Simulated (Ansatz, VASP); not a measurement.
TaRu: VASP beside Ansatz

```
Ta Ru
1.0
     3.06914    0.00000    0.00000
     0.00000    3.06914    0.00000
     0.00000    0.00000    3.06914
Ta Ru
1 1
Direct
  0.50000 0.50000 0.50000
  0.00000 0.00000 0.00000
```

Alike in both runs: functional LDA; k mesh 11 × 11 × 11; occupations fermi-dirac, width 0.05 eV; no spin polarisation.

Ansatz relaxed the structure, and its values are those at the end. VASP's run is a single point on that final structure, the one shown.

|  | VASP | Ansatz |
| --- | --- | --- |
| version | VASP 6.6.1 | Ansatz 0.2.0 |
| potentials or method | VASP PAW LDA potentials, release 64 (Ta_pv, Ru_pv) | PAW with Ansatz's default frozen-core files, scalar-relativistic |
| plane-wave cutoff (eV) | 520 | 420 |
| valence electrons in the cell | 25 | 29 |

|  | VASP | Ansatz | Ansatz less VASP |
| --- | --- | --- | --- |
| pressure (GPa) | 16.4 | 15.1 | -1.31 |

The two sets of potentials don't hold the same shells in valence. Ansatz warned: «stress_scf_threshold_loose».

Caveats: so large a pressure means that the cell lies far from this level's equilibrium, or that cutoff or potentials fall short (VASP). Spin-orbit coupling is left out, which matters for the levels of Ta.
